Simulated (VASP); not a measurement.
VASP runs on GdP (a trial cell in the litharge structure, space group P4/nmm) share one base input (PBE GGA, plane waves, VASP's PBE PAW potentials (set 64)) and change the settings named in each case.

KPOINTS:
```
Automatic
0
gamma
5 5 4
```

POSCAR:
```
GdP
1
    4.5821370000     0.0000000000     0.0000000000
    0.0000000000     4.5821370000     0.0000000000
    0.0000000000     0.0000000000     5.7738750000
Gd P
2 2
Direct
  0.5000000000   0.0000000000   0.2368000000
  0.0000000000   0.5000000000   0.7632000000
  0.0000000000   0.0000000000   0.0000000000
  0.5000000000   0.5000000000   0.0000000000
```

**INCAR**
```
ENCUT  =  400   ! plane-wave cut-off (eV)
ISIF  =  2   ! forces and stress, cell fixed
ISMEAR  =  0
ALGO  =  Normal   ! blocked Davidson
GGA  =  PE   ! PBE
LMAXMIX  =  6
SIGMA  =  0.05
PREC  =  Accurate
LASPH  =  .TRUE.
LWAVE  =  .FALSE.
EDIFF  =  1E-6   ! SCF stop (eV)
NELM  =  100
LCHARG  =  .FALSE.
LREAL  =  .FALSE.
SYSTEM  =  GdP
```

POTCAR, in this order: Gd_3 P (PBE.64 set). Program: vasp_std.

```
change                             E(σ→0) (eV/atom)  largest force (eV/Å)  −TS (eV)  irreducible k-points
---------------------------------  ----------------  --------------------  --------  --------------------
base run                                    -5.4214                 0.199   -0.0094                    18
KPOINTS 3×3×2 Monkhorst-Pack mesh           -5.4246                 0.312   -0.0257                     3
KPOINTS 5×5×4 Monkhorst-Pack mesh           -5.4226                 0.197   -0.0097                    12
KPOINTS 6×6×5 Monkhorst-Pack mesh               ___                   ___       ___                    18
KPOINTS 7×7×6 Monkhorst-Pack mesh               ___                   ___       ___                    30
```

Some entries are withheld; supply them.

- KPOINTS 7×7×6 Monkhorst-Pack mesh, E(σ→0) (eV/atom): -5.4263
- KPOINTS 7×7×6 Monkhorst-Pack mesh, largest force (eV/Å): 0.033
- KPOINTS 7×7×6 Monkhorst-Pack mesh, −TS (eV): -0.0059
- KPOINTS 6×6×5 Monkhorst-Pack mesh, E(σ→0) (eV/atom): -5.4232
- KPOINTS 6×6×5 Monkhorst-Pack mesh, largest force (eV/Å): 0.082
- KPOINTS 6×6×5 Monkhorst-Pack mesh, −TS (eV): -0.0077

The 4f electrons are frozen in the core of the lanthanide potential, so 4f levels, which can set the real gap, and their magnetism are missing.

Left out are runs that ran out of time, are held back, or changed the cell or the kind of run, fixed moments of cells without a moment, rows past the twelfth, gaps on odd meshes, pressures of charged cells and columns that move by less than the noise.

The structure was generated: GdP was put into the litharge type (P4/nmm), which need not be its known phase. The cell was not relaxed at this level, forces remain on its atoms.
